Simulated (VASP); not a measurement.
Given:

```xyz
4
Lattice="1.5348 -2.6583 0.0000 1.5348 2.6583 0.0000 0.0000 0.0000 5.0403" Properties=species:S:1:pos:R:3 pbc="T T T"
Si     1.5348    -0.8861     2.5182
Si     1.5348     0.8861     5.0383
C      1.5348    -0.8861     4.4122
C      1.5348     0.8861     1.8921
```

These are PBE GGA with D3 dispersion (Becke-Johnson damping), VASP's PBE PAW potentials (set 64) (plane waves; VASP) values and carry that method's errors. Run with 520 eV cut-off, Gaussian smearing of 0.050 eV, potentials Si C.

Q: Estimate the band gap (along the path) with the smallest direct gap where there is one.

A: 
| Quantity | Value |
|---|---|
| band gap (along the path) | 2.26 eV |
| smallest direct gap (along the path) | 3.99 eV |

Only differences to runs with the same potentials and settings are physical.

The compound is SiC in the wurtzite structure, the rare 2H polytype. It was relaxed first.
